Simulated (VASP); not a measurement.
```
Ir3Pd
1.0
    0.00000     1.92329     1.92329
    1.92329     0.00000     1.92329
    7.66509     7.66509     0.02807
Pd Ir
1 3
Direct
  0.00000   0.00000   0.00000
  0.99468   0.99468   0.25399
  0.00000   0.00000   0.50000
  0.00532   0.00532   0.74601
```

The numbers are results of PBEsol GGA, VASP's PBE PAW potentials (set 64) (plane waves; VASP), not measurements. Run with 400 eV cut-off, 15×15×4 Γ-centred mesh, tetrahedra with Blöchl corrections, potentials Pd Ir.

The cores are frozen, which limits the accuracy of field gradients.

Question: Give the principal components of the electric field gradient (V/Å²) and the asymmetry η at each nucleus.

Answer: 
```csv
atom,Vxx,Vyy,Vzz,η
Pd1,-9.8,-9.8,19.6,0.00
Ir2,-19.4,-19.4,38.7,0.00
Ir3,5.9,5.9,-11.8,0.00
Ir4,-19.4,-19.4,38.7,0.00
```

The structure was generated: Ir3Pd was put into an ordered model structure (R-3m), which need not be its known phase. It was relaxed first.
